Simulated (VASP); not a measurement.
```xyz
4
Lattice="3.5063 0.0000 0.0000 0.0000 3.5063 0.0000 0.0000 0.0000 3.5063" Properties=species:S:1:pos:R:3 pbc="T T T"
Si     0.0000     0.0000     0.0000
Ni     0.0000     1.7532     1.7532
Ni     1.7532     0.0000     1.7532
Ni     1.7532     1.7532     0.0000
```

These are PBE GGA, VASP's PBE PAW potentials (set 64) (plane waves; VASP) values and carry that method's errors. Run with 500 eV cut-off, 9×9×9 Γ-centred mesh, first-order Methfessel-Paxton smearing of 0.10 eV, potentials Si Ni.

Energy and stress use the plane-wave basis of the starting cell.

The ions, cell shape and volume at an external pressure of 5.0 GPa are relaxed. What does this cell relax into?

```xyz
4
Lattice="3.4803 0.0000 0.0000 0.0000 3.4803 0.0000 0.0000 0.0000 3.4803" Properties=species:S:1:pos:R:3 pbc="T T T"
Si     0.0000     0.0000     0.0000
Ni     0.0000     1.7402     1.7402
Ni     1.7402     0.0000     1.7402
Ni     1.7402     1.7402     0.0000
```
Space group Pm-3m (221), at a tolerance of 0.03 Å.

How do energy and volume change from the first to the last step?

The energy (σ→0) changes by +3.6 meV/atom and the volume by -2.2 %, in 3 ionic steps.

The compound is Ni3Si in the L1_2 structure. This run relaxes it under an external pressure of 5 GPa. Symmetry was kept, so distortions that lower it aren't found. The run is not spin-polarised, so no magnetic state was tried.
